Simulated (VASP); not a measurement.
Wanted: the native input for a VASP 6.6.1 run.

```yaml
Task: single point
Functional: PBE
Potentials_or_basis: VASP PAW PBE potentials, release 64 (Mg, C)
Cutoff: 520 eV
k_mesh: 4 × 4 × 4
Occupations: gaussian, width 0.1 eV
Spin: no spin polarisation
Dipole_correction: no
Further_INCAR_settings: ALGO = Normal; EDIFF = 1e-07; NBANDS = 19
```

The structure of MgC2 lies in POSCAR:

```
MgC2
1.0
    4.8283309251      0.0000000000      0.0000000000
    0.0000000000      4.8283309251      0.0000000000
    0.0000000000      0.0000000000      4.8283309251
Mg C
2 4
Direct
    0.0000000000      0.0000000000      0.0000000000
    0.5000000000      0.5000000000      0.5000000000
    0.2500000000      0.2500000000      0.2500000000
    0.7500000000      0.7500000000      0.2500000000
    0.7500000000      0.2500000000      0.7500000000
    0.2500000000      0.7500000000      0.7500000000
```

The cell was built by a generator and needn't be a form met in nature.

The cell isn't the ideal one: random cell by space group and Wyckoff sites (Pn-3m, No. 224).

The input as run:

INCAR

```
ALGO     = Normal         # electronic algorithm
EDIFF    = 1E-7           # SCF threshold, eV
ENCUT    = 520            # plane-wave cutoff, eV
GGA      = PE             # functional
ISIF     = 2              # what is computed and relaxed
ISMEAR   = 0              # smearing method
LASPH    = T              # aspherical terms in the spheres
LCHARG   = F              # write CHGCAR
LREAL    = F              # projectors in reciprocal space
LWAVE    = F              # write WAVECAR
NBANDS   = 19             # bands
NELM     = 60             # most SCF steps
PREC     = Accurate       # precision mode
SIGMA    = 0.1            # smearing width, eV
```

KPOINTS

```
k-points
0
Gamma
  4 4 4
```

Potentials or basis: VASP PAW PBE potentials, release 64 (Mg, C).

Run with:

```bash
$ cat potpaw_PBE.64/Mg/POTCAR potpaw_PBE.64/C/POTCAR > POTCAR
$ mpirun -np 1 vasp_std > vasp.out
```

Results of the run:

| Quantity | Value |
| --- | --- |
| Pressure | 0.2 GPa |
| Band gap on the k mesh | none (metal or under the smearing width) |

Wall time 16 s on 1 thread of Intel(R) Xeon(R) Platinum 8259CL CPU @ 2.50GHz (Skylake/Cascade Lake), with other jobs on the host, peak memory 0.2 GiB.
